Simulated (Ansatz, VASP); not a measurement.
# Two plane-wave programs on Mg2BeSeO2

```
Mg Be Se O
1.0
     3.83869    0.00000    0.00000
     0.00000    3.83869    0.00000
     0.00000    0.00000    6.40669
Mg Be Se O
2 1 1 2
Direct
  0.50000 0.00000 0.82913
  0.00000 0.50000 0.17087
  0.50000 0.50000 0.00000
  0.00000 0.00000 0.00000
  0.50000 0.00000 0.31821
  0.00000 0.50000 0.68179
```

Change from the starting cell: species swapped into the Nd2FeSi2Ru type (P-4m2, No. 115).

Alike in both runs: task single point; functional PBE; k mesh 4 × 4 × 4; occupations gaussian, width 0.1 eV; collinear spin.

|  | VASP | Ansatz |
| --- | --- | --- |
| version | VASP 6.6.1 | Ansatz 0.2.0 |
| potentials or method | VASP PAW PBE potentials, release 64 (Mg, Be, Se, O) | scalar-relativistic, plane waves, PAW |
| plane-wave cutoff (eV) | 520 | 420 |
| valence electrons in the cell | 24 | 50 |

```tsv
	VASP	Ansatz	Ansatz less VASP
gap on the k mesh at the Fermi level (eV)	none	none	-
pressure (GPa)	18.1	17.9	-0.24
largest component of the traceless stress (GPa)	4.17	4.08	-0.090
rms of the force components (eV/Å)	2.574	2.560	-0.0139
net moment per atom (μB)	0.24	0.24	-0.002
size of the moment on the site where the two differ most (μB)	0.52	0.62	+0.098
```

Site moments also hang on the region over which each program counts them. Atom by atom the forces differ by 0.014 eV/Å (rms over components). A gap of «none» marks a metal or a gap that the smearing closes. The two sets of potentials don't hold the same shells in valence.

Caveats: the k mesh is coarse (spacing up to 0.41 Å⁻¹), so the values aren't converged; so large a pressure means that the cell lies far from this level's equilibrium, or that cutoff or potentials fall short (VASP); forces of over 1 eV/Å show positions far from the minimum, so gaps and moduli don't describe the material at rest.
